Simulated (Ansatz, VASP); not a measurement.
# Cross-check of Sn between VASP and Ansatz, part 2 of 3

One calculation is typed for both programs; each brings its own data sets. How far apart do they land? The cell is taken from a series of runs on this material, whose earlier steps may have relaxed, scaled, displaced or heated it; both programs get it as it stands.

VASP 6.6.1 and Ansatz 0.2.0.

So far: Starting point; Ansatz: zone-centre phonons, LDA.

## (3) VASP: zone-centre phonons, LDA

Level of this step: LDA; plane waves and PAW (Sn_d) (VASP).

The same cell, functional (in two slightly different forms), mesh and smearing now go to VASP, with its own data sets.

Lines of VASP's logs that name or quote its potential files are left out, and so is its time.

File INCAR:

```
SYSTEM = Sn
PREC = Accurate
ENCUT = 500
EDIFF = 1E-08
NELM = 120
ISMEAR = 0
SIGMA = 0.015
LREAL = .FALSE.
ALGO = Normal
GGA = CA
NBANDS = 20
LORBIT = 11
LWAVE = .FALSE.
LCHARG = .FALSE.
ISIF = 2
ISYM = 2
IBRION = 8
LASPH = .TRUE.
GGA_COMPAT = .FALSE.
KPAR = 2
```

File POSCAR:

```
Sn
1.0
    0.0000000000      3.2037014698      3.2693687362
    3.2037014698      0.0000000000      3.2693687362
    3.2037014698      3.2037014698      0.0000000000
Sn
2
Direct
    0.5000181137      0.5000181137      0.4998082773
    0.7499818863      0.7499818863      0.7501917227
```

File KPOINTS:

```
Points of the shifted mesh
1728
Reciprocal
 0.0416666667  0.0416666667  0.0416666667 1
 0.0416666667  0.0416666667  0.1250000000 1
 0.0416666667  0.0416666667  0.2083333333 1
 0.0416666667  0.0416666667  0.2916666667 1
 0.0416666667  0.0416666667  0.3750000000 1
 0.0416666667  0.0416666667  0.4583333333 1
 0.0416666667  0.0416666667  0.5416666667 1
 0.0416666667  0.0416666667  0.6250000000 1
 0.0416666667  0.0416666667  0.7083333333 1
 0.0416666667  0.0416666667  0.7916666667 1
 0.0416666667  0.0416666667  0.8750000000 1
 0.0416666667  0.0416666667  0.9583333333 1
 0.0416666667  0.1250000000  0.0416666667 1
 0.0416666667  0.1250000000  0.1250000000 1
 0.0416666667  0.1250000000  0.2083333333 1
 0.0416666667  0.1250000000  0.2916666667 1
 0.0416666667  0.1250000000  0.3750000000 1
 0.0416666667  0.1250000000  0.4583333333 1
 0.0416666667  0.1250000000  0.5416666667 1
 0.0416666667  0.1250000000  0.6250000000 1
 0.0416666667  0.1250000000  0.7083333333 1
 0.0416666667  0.1250000000  0.7916666667 1
 0.0416666667  0.1250000000  0.8750000000 1
 0.0416666667  0.1250000000  0.9583333333 1
 0.0416666667  0.2083333333  0.0416666667 1
 0.0416666667  0.2083333333  0.1250000000 1
 0.0416666667  0.2083333333  0.2083333333 1
 0.0416666667  0.2083333333  0.2916666667 1
 0.0416666667  0.2083333333  0.3750000000 1
 0.0416666667  0.2083333333  0.4583333333 1
 0.0416666667  0.2083333333  0.5416666667 1
 0.0416666667  0.2083333333  0.6250000000 1
 0.0416666667  0.2083333333  0.7083333333 1
 0.0416666667  0.2083333333  0.7916666667 1
 0.0416666667  0.2083333333  0.8750000000 1
 0.0416666667  0.2083333333  0.9583333333 1
 0.0416666667  0.2916666667  0.0416666667 1
 0.0416666667  0.2916666667  0.1250000000 1
 0.0416666667  0.2916666667  0.2083333333 1
 0.0416666667  0.2916666667  0.2916666667 1
 0.0416666667  0.2916666667  0.3750000000 1
 0.0416666667  0.2916666667  0.4583333333 1
 0.0416666667  0.2916666667  0.5416666667 1
 0.0416666667  0.2916666667  0.6250000000 1
 0.0416666667  0.2916666667  0.7083333333 1
 0.0416666667  0.2916666667  0.7916666667 1
 0.0416666667  0.2916666667  0.8750000000 1
 0.0416666667  0.2916666667  0.9583333333 1
 0.0416666667  0.3750000000  0.0416666667 1
 0.0416666667  0.3750000000  0.1250000000 1
 0.0416666667  0.3750000000  0.2083333333 1
 0.0416666667  0.3750000000  0.2916666667 1
 0.0416666667  0.3750000000  0.3750000000 1
 0.0416666667  0.3750000000  0.4583333333 1
 0.0416666667  0.3750000000  0.5416666667 1
 0.0416666667  0.3750000000  0.6250000000 1
 0.0416666667  0.3750000000  0.7083333333 1
 0.0416666667  0.3750000000  0.7916666667 1
 0.0416666667  0.3750000000  0.8750000000 1
 0.0416666667  0.3750000000  0.9583333333 1
 0.0416666667  0.4583333333  0.0416666667 1
 0.0416666667  0.4583333333  0.1250000000 1
 0.0416666667  0.4583333333  0.2083333333 1
 0.0416666667  0.4583333333  0.2916666667 1
 0.0416666667  0.4583333333  0.3750000000 1
 0.0416666667  0.4583333333  0.4583333333 1
 0.0416666667  0.4583333333  0.5416666667 1
 0.0416666667  0.4583333333  0.6250000000 1
 0.0416666667  0.4583333333  0.7083333333 1
 0.0416666667  0.4583333333  0.7916666667 1
 0.0416666667  0.4583333333  0.8750000000 1
 0.0416666667  0.4583333333  0.9583333333 1
 0.0416666667  0.5416666667  0.0416666667 1
 0.0416666667  0.5416666667  0.1250000000 1
 0.0416666667  0.5416666667  0.2083333333 1
 0.0416666667  0.5416666667  0.2916666667 1
 0.0416666667  0.5416666667  0.3750000000 1
 0.0416666667  0.5416666667  0.4583333333 1
 0.0416666667  0.5416666667  0.5416666667 1
 0.0416666667  0.5416666667  0.6250000000 1
 0.0416666667  0.5416666667  0.7083333333 1
 0.0416666667  0.5416666667  0.7916666667 1
 0.0416666667  0.5416666667  0.8750000000 1
 0.0416666667  0.5416666667  0.9583333333 1
 0.0416666667  0.6250000000  0.0416666667 1
 0.0416666667  0.6250000000  0.1250000000 1
 0.0416666667  0.6250000000  0.2083333333 1
 0.0416666667  0.6250000000  0.2916666667 1
 0.0416666667  0.6250000000  0.3750000000 1
 0.0416666667  0.6250000000  0.4583333333 1
 0.0416666667  0.6250000000  0.5416666667 1
 0.0416666667  0.6250000000  0.6250000000 1
 0.0416666667  0.6250000000  0.7083333333 1
 0.0416666667  0.6250000000  0.7916666667 1
 0.0416666667  0.6250000000  0.8750000000 1
 0.0416666667  0.6250000000  0.9583333333 1
 0.0416666667  0.7083333333  0.0416666667 1
 0.0416666667  0.7083333333  0.1250000000 1
 0.0416666667  0.7083333333  0.2083333333 1
 0.0416666667  0.7083333333  0.2916666667 1
 0.0416666667  0.7083333333  0.3750000000 1
 0.0416666667  0.7083333333  0.4583333333 1
 0.0416666667  0.7083333333  0.5416666667 1
 0.0416666667  0.7083333333  0.6250000000 1
 0.0416666667  0.7083333333  0.7083333333 1
 0.0416666667  0.7083333333  0.7916666667 1
 0.0416666667  0.7083333333  0.8750000000 1
 0.0416666667  0.7083333333  0.9583333333 1
 0.0416666667  0.7916666667  0.0416666667 1
 0.0416666667  0.7916666667  0.1250000000 1
 0.0416666667  0.7916666667  0.2083333333 1
 0.0416666667  0.7916666667  0.2916666667 1
[... 1390 lines left out ...]
 0.8750000000  0.4583333333  0.1250000000 1
 0.8750000000  0.4583333333  0.2083333333 1
 0.8750000000  0.4583333333  0.2916666667 1
 0.8750000000  0.4583333333  0.3750000000 1
 0.8750000000  0.4583333333  0.4583333333 1
 0.8750000000  0.4583333333  0.5416666667 1
 0.8750000000  0.4583333333  0.6250000000 1
 0.8750000000  0.4583333333  0.7083333333 1
 0.8750000000  0.4583333333  0.7916666667 1
 0.8750000000  0.4583333333  0.8750000000 1
 0.8750000000  0.4583333333  0.9583333333 1
 0.8750000000  0.5416666667  0.0416666667 1
 0.8750000000  0.5416666667  0.1250000000 1
 0.8750000000  0.5416666667  0.2083333333 1
 0.8750000000  0.5416666667  0.2916666667 1
 0.8750000000  0.5416666667  0.3750000000 1
 0.8750000000  0.5416666667  0.4583333333 1
 0.8750000000  0.5416666667  0.5416666667 1
 0.8750000000  0.5416666667  0.6250000000 1
 0.8750000000  0.5416666667  0.7083333333 1
 0.8750000000  0.5416666667  0.7916666667 1
 0.8750000000  0.5416666667  0.8750000000 1
 0.8750000000  0.5416666667  0.9583333333 1
 0.8750000000  0.6250000000  0.0416666667 1
 0.8750000000  0.6250000000  0.1250000000 1
 0.8750000000  0.6250000000  0.2083333333 1
 0.8750000000  0.6250000000  0.2916666667 1
 0.8750000000  0.6250000000  0.3750000000 1
 0.8750000000  0.6250000000  0.4583333333 1
 0.8750000000  0.6250000000  0.5416666667 1
 0.8750000000  0.6250000000  0.6250000000 1
 0.8750000000  0.6250000000  0.7083333333 1
 0.8750000000  0.6250000000  0.7916666667 1
 0.8750000000  0.6250000000  0.8750000000 1
 0.8750000000  0.6250000000  0.9583333333 1
 0.8750000000  0.7083333333  0.0416666667 1
 0.8750000000  0.7083333333  0.1250000000 1
 0.8750000000  0.7083333333  0.2083333333 1
 0.8750000000  0.7083333333  0.2916666667 1
 0.8750000000  0.7083333333  0.3750000000 1
 0.8750000000  0.7083333333  0.4583333333 1
 0.8750000000  0.7083333333  0.5416666667 1
 0.8750000000  0.7083333333  0.6250000000 1
 0.8750000000  0.7083333333  0.7083333333 1
 0.8750000000  0.7083333333  0.7916666667 1
 0.8750000000  0.7083333333  0.8750000000 1
 0.8750000000  0.7083333333  0.9583333333 1
 0.8750000000  0.7916666667  0.0416666667 1
 0.8750000000  0.7916666667  0.1250000000 1
 0.8750000000  0.7916666667  0.2083333333 1
 0.8750000000  0.7916666667  0.2916666667 1
 0.8750000000  0.7916666667  0.3750000000 1
 0.8750000000  0.7916666667  0.4583333333 1
 0.8750000000  0.7916666667  0.5416666667 1
 0.8750000000  0.7916666667  0.6250000000 1
 0.8750000000  0.7916666667  0.7083333333 1
 0.8750000000  0.7916666667  0.7916666667 1
 0.8750000000  0.7916666667  0.8750000000 1
 0.8750000000  0.7916666667  0.9583333333 1
 0.8750000000  0.8750000000  0.0416666667 1
 0.8750000000  0.8750000000  0.1250000000 1
 0.8750000000  0.8750000000  0.2083333333 1
 0.8750000000  0.8750000000  0.2916666667 1
 0.8750000000  0.8750000000  0.3750000000 1
 0.8750000000  0.8750000000  0.4583333333 1
 0.8750000000  0.8750000000  0.5416666667 1
 0.8750000000  0.8750000000  0.6250000000 1
 0.8750000000  0.8750000000  0.7083333333 1
 0.8750000000  0.8750000000  0.7916666667 1
 0.8750000000  0.8750000000  0.8750000000 1
 0.8750000000  0.8750000000  0.9583333333 1
 0.8750000000  0.9583333333  0.0416666667 1
 0.8750000000  0.9583333333  0.1250000000 1
 0.8750000000  0.9583333333  0.2083333333 1
 0.8750000000  0.9583333333  0.2916666667 1
 0.8750000000  0.9583333333  0.3750000000 1
 0.8750000000  0.9583333333  0.4583333333 1
 0.8750000000  0.9583333333  0.5416666667 1
 0.8750000000  0.9583333333  0.6250000000 1
 0.8750000000  0.9583333333  0.7083333333 1
 0.8750000000  0.9583333333  0.7916666667 1
 0.8750000000  0.9583333333  0.8750000000 1
 0.8750000000  0.9583333333  0.9583333333 1
 0.9583333333  0.0416666667  0.0416666667 1
 0.9583333333  0.0416666667  0.1250000000 1
 0.9583333333  0.0416666667  0.2083333333 1
 0.9583333333  0.0416666667  0.2916666667 1
 0.9583333333  0.0416666667  0.3750000000 1
 0.9583333333  0.0416666667  0.4583333333 1
 0.9583333333  0.0416666667  0.5416666667 1
 0.9583333333  0.0416666667  0.6250000000 1
 0.9583333333  0.0416666667  0.7083333333 1
 0.9583333333  0.0416666667  0.7916666667 1
 0.9583333333  0.0416666667  0.8750000000 1
 0.9583333333  0.0416666667  0.9583333333 1
 0.9583333333  0.1250000000  0.0416666667 1
 0.9583333333  0.1250000000  0.1250000000 1
 0.9583333333  0.1250000000  0.2083333333 1
 0.9583333333  0.1250000000  0.2916666667 1
 0.9583333333  0.1250000000  0.3750000000 1
 0.9583333333  0.1250000000  0.4583333333 1
 0.9583333333  0.1250000000  0.5416666667 1
 0.9583333333  0.1250000000  0.6250000000 1
 0.9583333333  0.1250000000  0.7083333333 1
 0.9583333333  0.1250000000  0.7916666667 1
 0.9583333333  0.1250000000  0.8750000000 1
 0.9583333333  0.1250000000  0.9583333333 1
 0.9583333333  0.2083333333  0.0416666667 1
 0.9583333333  0.2083333333  0.1250000000 1
 0.9583333333  0.2083333333  0.2083333333 1
 0.9583333333  0.2083333333  0.2916666667 1
 0.9583333333  0.2083333333  0.3750000000 1
 0.9583333333  0.2083333333  0.4583333333 1
 0.9583333333  0.2083333333  0.5416666667 1
 0.9583333333  0.2083333333  0.6250000000 1
 0.9583333333  0.2083333333  0.7083333333 1
 0.9583333333  0.2083333333  0.7916666667 1
 0.9583333333  0.2083333333  0.8750000000 1
 0.9583333333  0.2083333333  0.9583333333 1
 0.9583333333  0.2916666667  0.0416666667 1
 0.9583333333  0.2916666667  0.1250000000 1
 0.9583333333  0.2916666667  0.2083333333 1
 0.9583333333  0.2916666667  0.2916666667 1
 0.9583333333  0.2916666667  0.3750000000 1
 0.9583333333  0.2916666667  0.4583333333 1
 0.9583333333  0.2916666667  0.5416666667 1
 0.9583333333  0.2916666667  0.6250000000 1
 0.9583333333  0.2916666667  0.7083333333 1
 0.9583333333  0.2916666667  0.7916666667 1
 0.9583333333  0.2916666667  0.8750000000 1
 0.9583333333  0.2916666667  0.9583333333 1
 0.9583333333  0.3750000000  0.0416666667 1
 0.9583333333  0.3750000000  0.1250000000 1
 0.9583333333  0.3750000000  0.2083333333 1
 0.9583333333  0.3750000000  0.2916666667 1
 0.9583333333  0.3750000000  0.3750000000 1
 0.9583333333  0.3750000000  0.4583333333 1
 0.9583333333  0.3750000000  0.5416666667 1
 0.9583333333  0.3750000000  0.6250000000 1
 0.9583333333  0.3750000000  0.7083333333 1
 0.9583333333  0.3750000000  0.7916666667 1
 0.9583333333  0.3750000000  0.8750000000 1
 0.9583333333  0.3750000000  0.9583333333 1
 0.9583333333  0.4583333333  0.0416666667 1
 0.9583333333  0.4583333333  0.1250000000 1
 0.9583333333  0.4583333333  0.2083333333 1
 0.9583333333  0.4583333333  0.2916666667 1
 0.9583333333  0.4583333333  0.3750000000 1
 0.9583333333  0.4583333333  0.4583333333 1
 0.9583333333  0.4583333333  0.5416666667 1
 0.9583333333  0.4583333333  0.6250000000 1
 0.9583333333  0.4583333333  0.7083333333 1
 0.9583333333  0.4583333333  0.7916666667 1
 0.9583333333  0.4583333333  0.8750000000 1
 0.9583333333  0.4583333333  0.9583333333 1
 0.9583333333  0.5416666667  0.0416666667 1
 0.9583333333  0.5416666667  0.1250000000 1
 0.9583333333  0.5416666667  0.2083333333 1
 0.9583333333  0.5416666667  0.2916666667 1
 0.9583333333  0.5416666667  0.3750000000 1
 0.9583333333  0.5416666667  0.4583333333 1
 0.9583333333  0.5416666667  0.5416666667 1
 0.9583333333  0.5416666667  0.6250000000 1
 0.9583333333  0.5416666667  0.7083333333 1
 0.9583333333  0.5416666667  0.7916666667 1
 0.9583333333  0.5416666667  0.8750000000 1
 0.9583333333  0.5416666667  0.9583333333 1
 0.9583333333  0.6250000000  0.0416666667 1
 0.9583333333  0.6250000000  0.1250000000 1
 0.9583333333  0.6250000000  0.2083333333 1
 0.9583333333  0.6250000000  0.2916666667 1
 0.9583333333  0.6250000000  0.3750000000 1
 0.9583333333  0.6250000000  0.4583333333 1
 0.9583333333  0.6250000000  0.5416666667 1
 0.9583333333  0.6250000000  0.6250000000 1
 0.9583333333  0.6250000000  0.7083333333 1
 0.9583333333  0.6250000000  0.7916666667 1
 0.9583333333  0.6250000000  0.8750000000 1
 0.9583333333  0.6250000000  0.9583333333 1
 0.9583333333  0.7083333333  0.0416666667 1
 0.9583333333  0.7083333333  0.1250000000 1
 0.9583333333  0.7083333333  0.2083333333 1
 0.9583333333  0.7083333333  0.2916666667 1
 0.9583333333  0.7083333333  0.3750000000 1
 0.9583333333  0.7083333333  0.4583333333 1
 0.9583333333  0.7083333333  0.5416666667 1
 0.9583333333  0.7083333333  0.6250000000 1
 0.9583333333  0.7083333333  0.7083333333 1
 0.9583333333  0.7083333333  0.7916666667 1
 0.9583333333  0.7083333333  0.8750000000 1
 0.9583333333  0.7083333333  0.9583333333 1
 0.9583333333  0.7916666667  0.0416666667 1
 0.9583333333  0.7916666667  0.1250000000 1
 0.9583333333  0.7916666667  0.2083333333 1
 0.9583333333  0.7916666667  0.2916666667 1
 0.9583333333  0.7916666667  0.3750000000 1
 0.9583333333  0.7916666667  0.4583333333 1
 0.9583333333  0.7916666667  0.5416666667 1
 0.9583333333  0.7916666667  0.6250000000 1
 0.9583333333  0.7916666667  0.7083333333 1
 0.9583333333  0.7916666667  0.7916666667 1
 0.9583333333  0.7916666667  0.8750000000 1
 0.9583333333  0.7916666667  0.9583333333 1
 0.9583333333  0.8750000000  0.0416666667 1
 0.9583333333  0.8750000000  0.1250000000 1
 0.9583333333  0.8750000000  0.2083333333 1
 0.9583333333  0.8750000000  0.2916666667 1
 0.9583333333  0.8750000000  0.3750000000 1
 0.9583333333  0.8750000000  0.4583333333 1
 0.9583333333  0.8750000000  0.5416666667 1
 0.9583333333  0.8750000000  0.6250000000 1
 0.9583333333  0.8750000000  0.7083333333 1
 0.9583333333  0.8750000000  0.7916666667 1
 0.9583333333  0.8750000000  0.8750000000 1
 0.9583333333  0.8750000000  0.9583333333 1
 0.9583333333  0.9583333333  0.0416666667 1
 0.9583333333  0.9583333333  0.1250000000 1
 0.9583333333  0.9583333333  0.2083333333 1
 0.9583333333  0.9583333333  0.2916666667 1
 0.9583333333  0.9583333333  0.3750000000 1
 0.9583333333  0.9583333333  0.4583333333 1
 0.9583333333  0.9583333333  0.5416666667 1
 0.9583333333  0.9583333333  0.6250000000 1
 0.9583333333  0.9583333333  0.7083333333 1
 0.9583333333  0.9583333333  0.7916666667 1
 0.9583333333  0.9583333333  0.8750000000 1
 0.9583333333  0.9583333333  0.9583333333 1
```

Potentials, in the order of the species: Sn_d (LDA family, release 64).

On the command line:

```console
$ mpirun -np 2 vasp_std
```

The program printed:

```text
[banner, memory and clock lines left out]
running    2 mpi-ranks, on    1 nodes
 distrk:  each k-point on    1 cores,    2 groups
 distr:  one band on    1 cores,    1 groups

 POSCAR found type information on POSCAR Sn
 POSCAR found :  1 types and       2 ions
 LDA part: xc-table for (Slater(with rela. corr.)+CA(PZ))
 , standard interpolation
 POSCAR, INCAR and KPOINTS ok, starting setup
 FFT: planning ... GRIDC
 FFT: planning ... GRID_SOFT
 FFT: planning ... GRID
 WAVECAR not read
 entering main loop
       N       E                     dE             d eps       ncg     rms          rms(c)
DAV:   1     0.222825783834E+03    0.22283E+03   -0.14812E+04 69560   0.201E+03
DAV:   2     0.147868151658E+02   -0.20804E+03   -0.20427E+03 69316   0.443E+02
DAV:   3    -0.829712344822E+01   -0.23084E+02   -0.22941E+02 78976   0.143E+02
DAV:   4    -0.904642059127E+01   -0.74930E+00   -0.74889E+00 78564   0.293E+01
DAV:   5    -0.907240247933E+01   -0.25982E-01   -0.25981E-01 94092   0.534E+00    0.339E+00
DAV:   6    -0.898324365864E+01    0.89159E-01   -0.44071E-02 87508   0.229E+00    0.191E+00
DAV:   7    -0.893926020693E+01    0.43983E-01   -0.64653E-02 71972   0.229E+00    0.149E-01
DAV:   8    -0.893985636957E+01   -0.59616E-03   -0.55202E-03 79852   0.834E-01    0.550E-02
DAV:   9    -0.893994476407E+01   -0.88395E-04   -0.18159E-04 90916   0.101E-01    0.149E-02
DAV:  10    -0.893994434354E+01    0.42053E-06   -0.15573E-05 93384   0.460E-02    0.417E-03
DAV:  11    -0.893994473273E+01   -0.38919E-06   -0.12007E-06 75068   0.750E-03    0.171E-03
DAV:  12    -0.893994473292E+01   -0.19645E-09   -0.54408E-08 75520   0.209E-03
   1 F= -.89399447E+01 E0= -.89399349E+01  d E =-.196002E-04
 Linear response reoptimize wavefunctions to high precision
DAV:   1    -0.893994473350E+01   -0.57571E-09   -0.56052E-09 71468   0.646E-04
DAV:   2    -0.893994473354E+01   -0.42746E-10   -0.38649E-10 45052   0.211E-04
 Linear response DOF=           2
 Linear response progress:
  Degree of freedom:   1/  2
       N       E                     dE             d eps       ncg     rms          rms(c)
RMM:   1    -0.216319082421E+00   -0.21632E+00    0.62139E-01 86687   0.104E+01
RMM:   2    -0.223209346393E+00   -0.68903E-02   -0.20371E-02121025   0.120E+00    0.705E-02
RMM:   3    -0.223380495449E+00   -0.17115E-03   -0.16893E-03127146   0.331E-01    0.327E-02
RMM:   4    -0.223288940935E+00    0.91555E-04   -0.11962E-04126653   0.101E-01    0.108E-02
RMM:   5    -0.223285036792E+00    0.39041E-05   -0.16335E-05130091   0.331E-02    0.395E-03
RMM:   6    -0.223288151376E+00   -0.31146E-05   -0.13821E-06128174   0.967E-03    0.174E-03
RMM:   7    -0.223288477500E+00   -0.32612E-06   -0.24473E-07127977   0.347E-03    0.403E-04
RMM:   8    -0.223286276455E+00    0.22010E-05   -0.45827E-08131284   0.126E-03    0.270E-04
RMM:   9    -0.223285055655E+00    0.12208E-05   -0.77181E-09131658   0.502E-04    0.393E-05
RMM:  10    -0.223285290198E+00   -0.23454E-06    0.28531E-09136775   0.216E-04    0.319E-05
RMM:  11    -0.223285189890E+00    0.10031E-06    0.10696E-08132828   0.114E-04    0.686E-06
RMM:  12    -0.223285187894E+00    0.19961E-08    0.99714E-09141255   0.677E-05    0.500E-06
 first order change of Fermi-energy   0.68761E+00
 force on displaced ion       1 direction 1 :  -8.017  -0.131  -0.097
 Linear response progress:
  Degree of freedom:   2/  2
       N       E                     dE             d eps       ncg     rms          rms(c)
RMM:   1    -0.216487261109E+00   -0.21649E+00    0.59600E-01 86728   0.102E+01
RMM:   2    -0.223350236331E+00   -0.68630E-02   -0.20428E-02121112   0.120E+00    0.718E-02
RMM:   3    -0.223507670338E+00   -0.15743E-03   -0.16904E-03127148   0.332E-01    0.335E-02
RMM:   4    -0.223407184624E+00    0.10049E-03   -0.12200E-04126830   0.101E-01    0.106E-02
RMM:   5    -0.223402570176E+00    0.46144E-05   -0.15747E-05130287   0.328E-02    0.393E-03
RMM:   6    -0.223405600407E+00   -0.30302E-05   -0.12945E-06127878   0.959E-03    0.157E-03
RMM:   7    -0.223405971341E+00   -0.37093E-06   -0.19068E-07128093   0.345E-03    0.414E-04
RMM:   8    -0.223403620151E+00    0.23512E-05   -0.33680E-08131099   0.126E-03    0.226E-04
RMM:   9    -0.223402718451E+00    0.90170E-06   -0.14244E-08132237   0.488E-04    0.388E-05
RMM:  10    -0.223402847553E+00   -0.12910E-06   -0.34786E-09137476   0.214E-04    0.264E-05
RMM:  11    -0.223402750052E+00    0.97501E-07    0.48514E-09132859   0.113E-04    0.687E-06
RMM:  12    -0.223402754756E+00   -0.47037E-08   -0.26731E-09141235   0.680E-05    0.408E-06
 first order change of Fermi-energy   0.21572E+01
 force on displaced ion       1 direction 3 :  -0.098  -0.098  -8.262
 Linear response finished
```

[end of part 2 of 3]

[Lines on the potential files, build, host, timing and source positions are cut from VASP's logs without a mark.]

[Logs are printed without paths, hosts, clocks, repeated set-up lines and the standing remarks that a program may print on its own settings, such as how far it seeks lower states.]

[Hosts, paths, dates, database ids (printed as entryN), source tags and the programs' standing remarks are cut or masked in the printed files.]
